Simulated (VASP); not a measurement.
VASP runs on TiS2 (space group P-3m1) share one base input (PBEsol GGA, plane waves, VASP's PBE PAW potentials (set 64)) and change the settings named in each case.

**INCAR**
```
# general
SYSTEM  = TiS2
PREC    = Accurate
ENCUT   = 300
LREAL   = F
LASPH   = T

# electronic loop
EDIFF   = 1E-6
NELM    = 100
ALGO    = Normal
LMAXMIX = 4

# smearing
ISMEAR  = 0
SIGMA   = 0.2

# functional
GGA     = PS

# ions
ISIF    = 2

# output
LWAVE   = F
LCHARG  = F
```

**POSCAR**
```
TiS2
1
    1.7050000000    -2.9531470000     0.0000000000
    1.7050000000     2.9531470000     0.0000000000
    0.0000000000     0.0000000000     5.7000000000
Ti S
1 2
Direct
  0.0000000000   0.0000000000   0.0000000000
  0.3333330000   0.6666670000   0.2500000000
  0.6666670000   0.3333330000   0.7500000000
```

KPOINTS:
```
Automatic mesh
0
Gamma
8 8 4
0 0 0
```

POTCAR, in this order: Ti_sv S (PBE.64 set). Program: vasp_std.

```json
[
 {"change": "base run", "E(σ→0) (eV/atom)": "-7.0317", "pressure (GPa)": "-3.75", "−TS (eV)": "-0.0147"},
 {"change": "GGA removed, POTCAR Ti_sv S (LDA.64 set)", "E(σ→0) (eV/atom)": "-7.3093", "pressure (GPa)": "?", "−TS (eV)": "?"},
 {"change": "KPOINTS 5×5×3 Γ-centred mesh", "E(σ→0) (eV/atom)": "-7.0148", "pressure (GPa)": "-3.60", "−TS (eV)": "-0.0247"},
 {"change": "LDAU = .TRUE., LDAUJ = 0 0, LDAUL = 2 -1, LDAUTYPE = 2, LDAUU = 8.0 0", "E(σ→0) (eV/atom)": "-5.2992", "pressure (GPa)": "?", "−TS (eV)": "?"}
]
```

Problem. Complete the blanks.

Solution. 
- GGA removed, POTCAR Ti_sv S (LDA.64 set), pressure (GPa): -6.43
- GGA removed, POTCAR Ti_sv S (LDA.64 set), −TS (eV): -0.0155
- LDAU = .TRUE., LDAUJ = 0 0, LDAUL = 2 -1, LDAUTYPE = 2, LDAUU = 8.0 0, pressure (GPa): 4.16
- LDAU = .TRUE., LDAUJ = 0 0, LDAUL = 2 -1, LDAUTYPE = 2, LDAUU = 8.0 0, −TS (eV): -0.0001

Energies of different potentials or functionals have different zeros.  At 300 eV the pressure can carry a Pulay error.

Left out are runs that ran out of time, are held back, or changed the cell or the kind of run, fixed moments of cells without a moment, rows past the twelfth, gaps on odd meshes, pressures of charged cells and columns that move by less than the noise.

The structure is a typed TiS2 crystal (P-3m1). The cell was not relaxed at this level.
